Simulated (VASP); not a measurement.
Consider the following.

```
BiTl
1.0
    3.88378     0.00000     0.00000
    0.00000     3.88378     0.00000
    0.00000     0.00000     3.88378
Tl Bi
1 1
Direct
  0.00000   0.00000   0.00000
  0.50000   0.50000   0.50000
```

The numbers are results of PBEsol GGA, VASP's PBE PAW potentials (set 64) (plane waves; VASP 6.6.1), not measurements. Run with 400 eV cut-off, Gaussian smearing of 0.050 eV, potentials Tl_d Bi_d.

Unless said otherwise, spin-orbit coupling is left out, though it shifts the bands of the heavy elements here.

Problem. Estimate the band gap (along the path) with the smallest direct gap where there is one.

Solution. 
```yaml
band gap (along the path): none (metal, semimetal or under 0.01 eV)
```

The absolute energy has meaning only against runs of the same code, potentials and settings.

The structure was generated: TlBi was put into the CsCl type type (Pm-3m), which need not be its known phase. It was relaxed first, which changed the volume by +6 %. VASP warned that the highest band is occupied, so more bands are needed.
